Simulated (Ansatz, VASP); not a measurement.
## Ge17H15: VASP beside Ansatz

Aim: how closely do two programs agree when they are given the same cell, functional and k mesh? Of the first pair: The structure shown is frame 45 of Ansatz's trajectory.

Main program and level: Ansatz 0.2.0; plane waves, with VASP 6.6.1 beside it; single point at revPBE.

## (1) The starting structure

The cell holds 64 atoms: 34 Ge and 30 H. Its edges and angles: a = 19.500 Å, b = 18.815 Å, c = 9.800 Å, α = 90.0°, β = 90.0°, γ = 90.0°. It derives from Ge (diamond-structure). As first built, before any earlier steps moved the atoms (in the runner's words): square section of size parameter 4.53 A cut from diamond-structure Ge (a = 5.658 A) along [111], 1 periods, broken bonds capped with H. Vacuum lies along a and b. The structure's axis is c.

## (2) Ansatz: dynamics, revPBE

Ansatz runs on its default PAW (the set named soft_2) files.

One frame of this run of dynamics is then solved in both programs, so the motion causes no difference.

input.yaml reads:

```yaml
crystal:
  lattice:
    - [19.5001, 0.0, 0.0]
    - [0.0, 18.8146, 0.0]
    - [0.0, 0.0, 9.79994]
  atoms:
    - { symbol: Ge, position: [0.39715, 0.31728, 3.0e-05] }
    - { symbol: Ge, position: [0.39629, 0.31385, 0.25061] }
    - { symbol: Ge, position: [0.39828, 0.43967, 0.33231] }
    - { symbol: Ge, position: [0.39759, 0.4374, 0.58465] }
    - { symbol: Ge, position: [0.29378, 0.37627, 0.66533] }
    - { symbol: Ge, position: [0.29269, 0.37703, 0.91797] }
    - { symbol: Ge, position: [0.39706, 0.68407, 0.00021] }
    - { symbol: Ge, position: [0.39706, 0.68491, 0.24925] }
    - { symbol: Ge, position: [0.29641, 0.50061, 0.99914] }
    - { symbol: Ge, position: [0.29422, 0.49898, 0.24883] }
    - { symbol: Ge, position: [0.29476, 0.62472, 0.33524] }
    - { symbol: Ge, position: [0.29442, 0.6243, 0.58555] }
    - { symbol: Ge, position: [0.3944, 0.56085, 0.66539] }
    - { symbol: Ge, position: [0.39621, 0.56119, 0.91461] }
    - { symbol: Ge, position: [0.6021, 0.315, 0.99969] }
    - { symbol: Ge, position: [0.60182, 0.31505, 0.25184] }
    - { symbol: Ge, position: [0.60268, 0.43809, 0.33396] }
    - { symbol: Ge, position: [0.60273, 0.43672, 0.58447] }
    - { symbol: Ge, position: [0.50042, 0.37835, 0.66703] }
    - { symbol: Ge, position: [0.5008, 0.37599, 0.92077] }
    - { symbol: Ge, position: [0.60369, 0.68511, 0.00082] }
    - { symbol: Ge, position: [0.60214, 0.68442, 0.25034] }
    - { symbol: Ge, position: [0.50044, 0.49959, 0.0004] }
    - { symbol: Ge, position: [0.50081, 0.4989, 0.24995] }
    - { symbol: Ge, position: [0.49981, 0.62093, 0.3352] }
    - { symbol: Ge, position: [0.49878, 0.62361, 0.58361] }
    - { symbol: Ge, position: [0.60307, 0.56234, 0.66498] }
    - { symbol: Ge, position: [0.6022, 0.56249, 0.91771] }
    - { symbol: Ge, position: [0.7046, 0.37579, 0.66755] }
    - { symbol: Ge, position: [0.70486, 0.37865, 0.91552] }
    - { symbol: Ge, position: [0.70483, 0.4989, 0.99814] }
    - { symbol: Ge, position: [0.7052, 0.50101, 0.25109] }
    - { symbol: Ge, position: [0.70383, 0.62146, 0.33493] }
    - { symbol: Ge, position: [0.70557, 0.62268, 0.5819] }
    - { symbol: H, position: [0.39742, 0.23816, 0.94967] }
    - { symbol: H, position: [0.33437, 0.27853, 0.30288] }
    - { symbol: H, position: [0.46174, 0.27624, 0.30297] }
    - { symbol: H, position: [0.29587, 0.30042, 0.61492] }
    - { symbol: H, position: [0.23191, 0.41683, 0.6117] }
    - { symbol: H, position: [0.23035, 0.3391, 0.97131] }
    - { symbol: H, position: [0.46355, 0.72422, 0.94641] }
    - { symbol: H, position: [0.33326, 0.72265, 0.95025] }
    - { symbol: H, position: [0.39623, 0.75908, 0.30278] }
    - { symbol: H, position: [0.22958, 0.53636, 0.9512] }
    - { symbol: H, position: [0.23002, 0.45941, 0.30097] }
    - { symbol: H, position: [0.23103, 0.66195, 0.2802] }
    - { symbol: H, position: [0.23077, 0.58431, 0.63215] }
    - { symbol: H, position: [0.29528, 0.69928, 0.63617] }
    - { symbol: H, position: [0.60305, 0.23726, 0.95103] }
    - { symbol: H, position: [0.66647, 0.27848, 0.3041] }
    - { symbol: H, position: [0.53789, 0.27752, 0.30371] }
    - { symbol: H, position: [0.50073, 0.30321, 0.61447] }
    - { symbol: H, position: [0.53737, 0.7217, 0.94875] }
    - { symbol: H, position: [0.6673, 0.72214, 0.94341] }
    - { symbol: H, position: [0.60197, 0.76234, 0.30268] }
    - { symbol: H, position: [0.50119, 0.70042, 0.63283] }
    - { symbol: H, position: [0.76923, 0.41642, 0.61262] }
    - { symbol: H, position: [0.70389, 0.30121, 0.61521] }
    - { symbol: H, position: [0.76809, 0.3375, 0.97227] }
    - { symbol: H, position: [0.77006, 0.53686, 0.94479] }
    - { symbol: H, position: [0.76903, 0.46273, 0.30171] }
    - { symbol: H, position: [0.76826, 0.66106, 0.27892] }
    - { symbol: H, position: [0.76899, 0.58599, 0.63404] }
    - { symbol: H, position: [0.70419, 0.70049, 0.63549] }
kpoints:
  mp_grid: { grid: [1, 1, 1] }
hamiltonian:
  xc: revpbe
scf:
  occupations: { method: gaussian, width: 0.05 }
output:
  forces: true
md:
  timestep: 0.5
  n_steps: 136
  ensemble: nve
  temperature: 600
  initial_velocities: maxwell_boltzmann
  seed: 5241
```

Started as:

```bash
$ ansatz run input.yaml --threads 4 --pin off --max-ram 8192MiB --backend cpu --events-out ev --progress --plain --runs-dir out
```

Numbers of over 12 decimals in the logs are rounded to 6 here.

The log of the run:

```text
Warning: md: disabling space-group detection — thermal motion breaks the input geometry's symmetry, so no spatial operation reduces the k-mesh or symmetrises the density; time reversal is kept, so that k and −k are solved as one point where they differ and the mesh holds both, and exact exchange and, on two spinor components, a DFT+U term hold to it where the run has them: on two components no moment then forms, and  [...]
Engine: ansatz 0.2.0, aarch64-unknown-linux-gnu
Pseudopotentials: kind: paw
Pseudopotential: Ge, paw, valence charge 14, recommended cutoff 420 eV (normal), Ge.paw.azcp
Pseudopotential: H, paw, valence charge 1, recommended cutoff 420 eV (normal), H.paw.azcp
Functional definition: revPBE
  parameter kappa = 1.245
  parameter beta = 0.066725
  exchange = pbe_x(kappa = kappa, mu = beta*pi^2/3)
  correlation = pbe_c(beta = beta)
Crystal: 64 atoms, lattice volume = 3595.466 Å³
Basis set: ecut = 420 eV, 70323 PW (Γ), exchange–correlation on 270×256×144 points (8 copies of the dense FFT grid, shifted against one another)
Bands: 317, of which v1, the nominal top of the filled ones, is band 253 counted from 1 (252 counted from 0)
Symmetry: 1 space group operations
k-points: 1
Non-local potential: Ge, projectors of the file, l = 0: 2, l = 1: 2, l = 2: 3, l = 3: 1
Non-local potential: H, projectors of the file, l = 0: 2, l = 1: 1
PAW form: soft (Blöchl's): semilocal exchange-correlation on the pseudo side does not see the compensation charge
PAW frozen core: Ge, regenerated for the run's functional, and the local potential with it (the file was generated under x = pbe(κ = 0.804, μ = 0.219515), c = pbe(β = 0.066725))
PAW one-centre angular grid: Ge, 590 points (default); XC on 64 Gauss nodes
PAW one-centre angular grid: H, 110 points (default); XC on 64 Gauss nodes
Initial density: superposition of atomic densities (neutral atoms: chi_scale 0, normalization atom), corrected by the library's trained network
Initial wavefunctions: pseudopotential atomic-orbital guess
Functional: x = revpbe(κ = 1.245, μ = 0.219515), c = pbe(β = 0.066725)
SCF iter   1: F=—  HF=-146640.433051 eV  |F-HF|=—  |Δ(HF+E_count)|=         —  Δρ=2.21e-3  dr2=2.56e-1  ethr=1.77e-3  ⟨swp⟩=7.0  Hψ=1315  notcnv=0  defer=7
preconditioner: auto → Resta (q_TF=auto, 1.968 Å⁻¹)  ε∞=1.4  [insulator: Δε(μ)=2.376 eV  Ē_g=21.798 eV  σ=0.050 eV  W_gap=1.00  n_scr=464 (ndim 8)  ℏωp=13.9 eV  f_vac=0.689  D(μ)=0.00/eV (n_scr^D=0)  ε∞_Penn≈1.4  vacuum switching on, ρ_ref=3.4e-2 e/Å³]
SCF iter   2: F=—  HF=-146640.411767 eV  |F-HF|=—  |Δ(HF+E_count)|=   2.13e-2  Δρ=6.51e-4  dr2=1.41e-1  ethr=5.06e-5  ⟨swp⟩=3.0  Hψ=628  notcnv=0  defer=59
SCF iter   3: F=—  HF=-146640.389368 eV  |F-HF|=—  |Δ(HF+E_count)|=   2.24e-2  Δρ=4.96e-4  dr2=1.49e-2  ethr=2.79e-5  ⟨swp⟩=3.0  Hψ=318  notcnv=0  defer=59
SCF iter   4: F=—  HF=-146640.388258 eV  |F-HF|=—  |Δ(HF+E_count)|=   1.11e-3  Δρ=1.89e-4  dr2=1.26e-3  ethr=2.95e-6  ⟨swp⟩=3.0  Hψ=511  notcnv=0  defer=59
SCF iter   5: F=—  HF=-146640.388745 eV  |F-HF|=—  |Δ(HF+E_count)|=   4.87e-4  Δρ=6.07e-5  dr2=1.35e-4  ethr=2.48e-7  ⟨swp⟩=2.0  Hψ=511  notcnv=0  defer=59
SCF iter   6: F=—  HF=-146640.388904 eV  |F-HF|=—  |Δ(HF+E_count)|=   1.60e-4  Δρ=2.19e-5  dr2=7.78e-5  ethr=2.66e-8  ⟨swp⟩=2.0  Hψ=511  notcnv=0  defer=59
SCF iter   7: F=—  HF=-146640.388878 eV  |F-HF|=—  |Δ(HF+E_count)|=   2.64e-5  Δρ=8.75e-6  dr2=3.42e-6  ethr=1.54e-8  ⟨swp⟩=2.0  Hψ=323  notcnv=0  defer=59
SCF iter   8: F=—  HF=-146640.388916 eV  |F-HF|=—  |Δ(HF+E_count)|=   3.79e-5  Δρ=3.73e-6  dr2=2.41e-6  ethr=6.75e-10  ⟨swp⟩=2.0  Hψ=565  notcnv=0  defer=59
SCF iter   9: F=—  HF=-146640.388916 eV  |F-HF|=—  |Δ(HF+E_count)|=   2.19e-7  Δρ=1.61e-6  dr2=1.60e-7  ethr=4.75e-10  ⟨swp⟩=2.0  Hψ=323  notcnv=0  defer=59
SCF iter  10: F=-146640.388916 eV  HF=-146640.388916 eV  |F-HF|=3.34e-8  |Δ(HF+E_count)|=   2.98e-7  Δρ=6.84e-7  dr2=3.88e-8  ethr=1.26e-11  ⟨swp⟩=4.0  Hψ=893  notcnv=0
SCF 1 converged in 10 iterations: F = -146640.388916 eV  dr2 = 3.88e-8
  greatest PAW one-centre occupation: 0.998 electrons in one spin orbital (limit 2), on the Ge atom at site 1 (counted from 0), in its partial waves of l = 2
md step     0: t =     0.00 fs  T =   600.0 K  F+E_penalty+E_count = -146640.38891623 eV  E_kin = 4.886028 eV  conserved = -146635.50288827 eV  (10 SCF iters)
[... from here on, the SCF cycles and remarks between the steps are left out ...]
md step   127: t =    63.50 fs  T =   449.2 K  F+E_penalty+E_count = -146639.16116066 eV  E_kin = 3.658134 eV  conserved = -146635.50302644 eV  (3 SCF iters)
md step   128: t =    64.00 fs  T =   440.5 K  F+E_penalty+E_count = -146639.08976998 eV  E_kin = 3.587257 eV  conserved = -146635.50251341 eV  (4 SCF iters)
md step   129: t =    64.50 fs  T =   430.0 K  F+E_penalty+E_count = -146639.00362186 eV  E_kin = 3.501793 eV  conserved = -146635.50182899 eV  (3 SCF iters)
md step   130: t =    65.00 fs  T =   419.1 K  F+E_penalty+E_count = -146638.91385552 eV  E_kin = 3.412731 eV  conserved = -146635.50112501 eV  (8 SCF iters)
md step   131: t =    65.50 fs  T =   409.1 K  F+E_penalty+E_count = -146638.83180031 eV  E_kin = 3.331229 eV  conserved = -146635.50057121 eV  (4 SCF iters)
md step   132: t =    66.00 fs  T =   401.1 K  F+E_penalty+E_count = -146638.76632790 eV  E_kin = 3.266027 eV  conserved = -146635.50030125 eV  (4 SCF iters)
md step   133: t =    66.50 fs  T =   395.6 K  F+E_penalty+E_count = -146638.72177180 eV  E_kin = 3.221404 eV  conserved = -146635.50036794 eV  (4 SCF iters)
md step   134: t =    67.00 fs  T =   392.5 K  F+E_penalty+E_count = -146638.69716278 eV  E_kin = 3.196441 eV  conserved = -146635.50072143 eV  (4 SCF iters)
md step   135: t =    67.50 fs  T =   391.2 K  F+E_penalty+E_count = -146638.68696616 eV  E_kin = 3.185725 eV  conserved = -146635.50124156 eV  (3 SCF iters)
md step   136: t =    68.00 fs  T =   390.6 K  F+E_penalty+E_count = -146638.68287727 eV  E_kin = 3.181083 eV  conserved = -146635.50179416 eV  (8 SCF iters)
SCF converged after 8 iterations
Free energy (F): -146638.682877 eV
Harris-Foulkes:  -146638.682877 eV  (|F-HF|=2.95e-8)
Internal energy: -146638.682877 eV  (E = F + TS)
E sigma→0 (E₀):  -146638.682877 eV
Fermi energy:    -0.889078 eV
--- Per-component energies (eV) ---
  E_band       = -9889.316574
  E_kinetic    = 4169.867106
  E_local      = -353512.295688  (includes V_loc(G=0)·N_el)
  E_nonlocal   = 14286.541198
  E_hartree    = 169173.199120
  E_xc         = -2824.553858
  E_vxc        = -2515.440543  (∫ρ·V_xc dr)
  E_paw        = -68846.948946  (= ΣΔE_a)
  E_vpaw       = -10664.362225  (= ΣTr[D̂ρ^β])
  E_aug_tail   = -0.027340  (compensation charges beyond the density's cutoff)
  E_ewald      = 90919.974157
  E_core_change = -4.438626  (= ΣΔE_core)
  E_smearing   = -0.000000  (= −TS)
  E_closure    = -0.000000  (closes the sum)
  Σ components = -146638.682877   (vs F -146638.682877, Δ=0.00e0)
--- Forces (eV/Å), atoms counted from 1 ---
  atom   1  Ge     0.10995542     0.10797377    -0.32243107
  atom   2  Ge     0.26345934     0.63311517    -1.05952454
  atom   3  Ge     0.04762492     0.52330216    -0.21105084
  atom   4  Ge    -0.04961376     0.02465214     0.29672819
  atom   5  Ge     0.15345651     0.64703761     0.46860056
  atom   6  Ge     1.45499751     0.68945270    -0.35964751
  atom   7  Ge     0.25736817     0.37497158     0.35643388
  atom   8  Ge     0.27614194    -1.57480632    -0.59353686
  atom   9  Ge     0.23997585     0.44863302     0.20269003
  atom  10  Ge    -0.01965034    -0.25329834     0.09576195
  atom  11  Ge    -0.04046544     0.06366545     0.01818562
  atom  12  Ge     0.82683958    -0.26596949    -0.95270731
  atom  13  Ge    -0.40545151     0.24363517     0.19855203
  atom  14  Ge    -0.37633259    -0.22876983     0.56517640
  atom  15  Ge    -0.71180075     0.74936794     0.67058203
  atom  16  Ge    -1.14992382     0.48936437    -0.35017396
  atom  17  Ge     0.13050803     0.27480951    -0.73014383
  atom  18  Ge     0.21957804     0.27368974    -0.05738243
  atom  19  Ge    -0.21136996     1.00350607     0.30880696
  atom  20  Ge    -0.17396905    -0.76414997     0.46829210
  atom  21  Ge    -0.88746871     0.70660225     0.29104991
  atom  22  Ge     0.63915672    -0.07862951    -0.24790635
  atom  23  Ge     0.18740141    -0.17628926     0.29716807
  atom  24  Ge    -0.05446223    -0.10596083     0.17199514
[...]
atom  57  H     -0.28971363    -0.01441570     0.21218323
  atom  58  H      0.06357276    -0.98983140    -0.34813477
  atom  59  H      0.10718154     0.08537333     0.42933106
  atom  60  H      0.15172843    -0.13544835    -0.04314485
  atom  61  H      1.30917021    -0.54658412     0.31217859
  atom  62  H      0.06654333    -0.11987387     0.05545229
  atom  63  H      0.32743244    -0.41159327    -0.15234802
  atom  64  H     -0.07717274    -0.07298484    -0.05995639
  max |Σ_I F_I| component: 1.25e-4 eV/Å
--- MD trajectory: 136 steps, t = 0.0 → 68.0 fs ---
  final state: T = 390.6 K   F+E_penalty+E_count = -146638.68287727 eV   E_kin = 3.181083 eV
  conserved energy: peak-to-peak 3.574e-3 eV (5.585e-5 eV/atom) over 68.0 fs
```

## (3) VASP: single point, revPBE, pair 1

The same cell, functional, mesh and smearing now go to VASP, with its own data sets.

Lines of VASP's logs that name or quote its potential files are left out, and so is its time.

INCAR reads:

```
SYSTEM = Ge17H15
PREC = Accurate
ENCUT = 410
EDIFF = 1E-06
NELM = 120
ISMEAR = 0
SIGMA = 0.05
LREAL = Auto
ALGO = Normal
GGA = RE
NBANDS = 304
LORBIT = 11
LWAVE = .FALSE.
LCHARG = .FALSE.
ISIF = 2
LASPH = .TRUE.
GGA_COMPAT = .FALSE.
EFERMI = MIDGAP
NCORE = 2
```

POSCAR reads:

```
Ge17H15
1.0
   19.5001000000      0.0000000000      0.0000000000
    0.0000000000     18.8146000000      0.0000000000
    0.0000000000      0.0000000000      9.7999400000
Ge H
34 30
Direct
    0.3940184922      0.3241099997      0.0038265540
    0.3971928349      0.3140061442      0.2590424023
    0.4004441003      0.4390154455      0.3356551163
    0.3983569315      0.4353959159      0.5801770215
    0.2906292788      0.3779139604      0.6577285167
    0.2851985374      0.3749694386      0.9192709343
    0.3974133466      0.6818693993      0.0016938879
    0.4008440982      0.6876096223      0.2498484685
    0.2950241281      0.5011267845      0.9918019906
    0.2965266845      0.5024289647      0.2460015061
    0.2984292388      0.6209539400      0.3431143456
    0.2943728494      0.6256896240      0.5878811503
    0.3972338603      0.5584014542      0.6589326057
    0.3969159133      0.5610802249      0.9096076098
    0.6055661253      0.3126880189      0.9969448793
    0.6034276747      0.3126933339      0.2458484440
    0.6046686940      0.4397754935      0.3339000035
    0.6056584325      0.4404398712      0.5959628324
    0.4990230819      0.3765905201      0.6680551105
    0.4982230860      0.3749056584      0.9155770341
    0.6027046015      0.6807054096      0.9995102011
    0.6005610228      0.6874501717      0.2429912836
    0.4976128328      0.5041191415      0.0031326722
    0.5020948611      0.4963804705      0.2471953910
    0.4978948826      0.6260669905      0.3341346988
    0.4991512864      0.6275924016      0.5868505317
    0.6026584479      0.5613672361      0.6592795466
    0.6008584571      0.5577158164      0.9115566014
    0.7053399726      0.3737204086      0.6694020576
    0.7062527884      0.3811401784      0.9169647977
    0.7016066584      0.4947168688      0.0019653182
    0.7007758935      0.5047250539      0.2611240477
    0.7046681812      0.6213472516      0.3337367372
    0.7085245717      0.6180359933      0.5906974941
    0.3772134502      0.2452297684      0.9374036984
    0.3334495721      0.2645923910      0.2958691584
    0.4576335506      0.2752436937      0.3193795064
    0.2944959257      0.2952334889      0.6112180279
    0.2232860344      0.4080022961      0.5773402694
    0.2204860488      0.3295791566      0.9703834921
    0.4606643043      0.7181497348      0.9530874679
    0.3384649309      0.7295238804      0.9569548385
    0.4080645740      0.7702369437      0.2909609651
    0.2440038769      0.5566740723      0.9392812609
    0.2324859873      0.4566028510      0.3016957247
    0.2311270199      0.6571067150      0.2765935302
    0.2216552736      0.6039033517      0.6344732723
    0.3051522813      0.7081840698      0.6315038664
    0.5913559418      0.2331115198      0.9463935493
    0.6838170061      0.2820947562      0.2916344386
    0.5575561151      0.2505979399      0.3028998137
    0.5006230737      0.3011331625      0.5998506113
    0.5598586674      0.7398456518      0.9213321714
    0.6781554966      0.7013011172      0.9580160695
    0.5917149143      0.7658892562      0.2863078754
    0.4971051431      0.6982662400      0.6766674082
    0.7640678766      0.4262806544      0.6336977573
    0.7183552905      0.2992356999      0.5941158823
    0.7749601284      0.3398690379      0.9509343935
    0.7660883790      0.5322515493      0.9449955816
    0.7607191758      0.4660157537      0.3592777099
    0.7702883575      0.6562403665      0.2728690176
    0.7653140240      0.5616276721      0.6379834979
    0.7313706084      0.6909474557      0.6504733702
```

KPOINTS reads:

```
Automatic mesh
0
Gamma
1 1 1
0 0 0
```

Potentials, in the order of the species: Ge_d and H (PBE family, release 64).

Started as:

```bash
$ mpirun -np 8 vasp_gam
```

The log of the run:

```text
[banner, memory and clock lines left out]
running    8 mpi-ranks, on    1 nodes
[...]
|                                                                             |
|               ----> ADVICE to this user running VASP <----                  |
|                                                                             |
|     You enforced a specific xc type in the INCAR file but a different       |
|     [... a line on the potential file left out ...]
|     I HOPE YOU KNOW WHAT YOU ARE DOING!                                     |
|                                                                             |

 LDA part: xc-table for (Slater+PW92), standard interpolation
 POSCAR, INCAR and KPOINTS ok, starting setup
[...]
entering main loop
       N       E                     dE             d eps       ncg     rms          rms(c)
DAV:   1     0.604508135148E+04    0.60451E+04   -0.23315E+05   704   0.234E+03
DAV:   2     0.965410243993E+03   -0.50797E+04   -0.49613E+04   808   0.544E+02
DAV:   3    -0.131989929837E+03   -0.10974E+04   -0.10623E+04   856   0.215E+02
DAV:   4    -0.241787759873E+03   -0.10980E+03   -0.10868E+03   696   0.731E+01
[...]
DAV:  27    -0.238312069813E+03   -0.58232E-05   -0.27753E-07   432   0.313E-03    0.193E-04
DAV:  28    -0.238312074158E+03   -0.43452E-05   -0.25996E-07   416   0.248E-03    0.141E-04
DAV:  29    -0.238312074672E+03   -0.51412E-06   -0.74559E-08   448   0.163E-03
   1 F= -.23831207E+03 E0= -.23831207E+03  d E =0.000000E+00
```

Parts of OUTCAR (step 3):

```text
  Total        7.3076080     -1.6444933      2.0105502     -0.1864357     -0.4183678     -5.2027517
  in kB        3.2563462     -0.7328033      0.8959221     -0.0830777     -0.1864290     -2.3184004
  external PRESSURE =       1.1398217 kB  Pullay stress =       0.0000000 kB

 POSITION                                       TOTAL-FORCE (eV/Angst)
 -----------------------------------------------------------------------------------
      7.68340      6.09800      0.03750        -0.736638     -1.723292     -0.125567
      7.74530      5.90790      2.53860        -1.150408     -0.210337     -0.451007
      7.80870      8.25990      3.28940        -0.847475     -0.295530     -0.510226
      7.76800      8.19180      5.68570        -0.525210      0.194063      0.266164
      5.66730      7.11030      6.44570        -0.724309     -0.956658     -0.213708
      5.56140      7.05490      9.00880        -0.222070      0.343768     -0.518591
      7.74960     12.82910      0.01660        -0.563582     -0.145556      0.246517
      7.81650     12.93710      2.44850        -0.925798      0.543946      0.169751
      5.75300      9.42850      9.71960        -0.278688     -0.290257      0.477229
      5.78230      9.45300      2.41080        -0.275811     -0.794513      0.169301
      5.81940     11.68300      3.36250        -0.618644      1.063195     -0.952550
      5.74030     11.77210      5.76120         0.090027      1.103154      0.380049
      7.74610     10.50610      6.45750        -0.042461      0.270233      0.382446
      7.73990     10.55650      8.91410        -0.018852      0.007618     -0.023712
[...]
-----------------------------------------------------------------------------------
    total drift:                               -0.013301      0.008392     -0.004610

  FREE ENERGIE OF THE ION-ELECTRON SYSTEM (eV)
  ---------------------------------------------------
  free  energy   TOTEN  =      -238.3120746724 eV

  energy  without entropy=     -238.3120746724  energy(sigma->0) =     -238.31207467

[... 2 further parts left out ...]
```

[end of part 1 of 3]

[Lines on the potential files, build, host, timing and source positions are cut from VASP's logs without a mark.]

[Logs are printed without paths, hosts, clocks, repeated set-up lines and the standing remarks that a program may print on its own settings, such as how far it seeks lower states.]

[Hosts, paths, dates, database ids (printed as entryN), source tags and the programs' standing remarks are cut or masked in the printed files.]
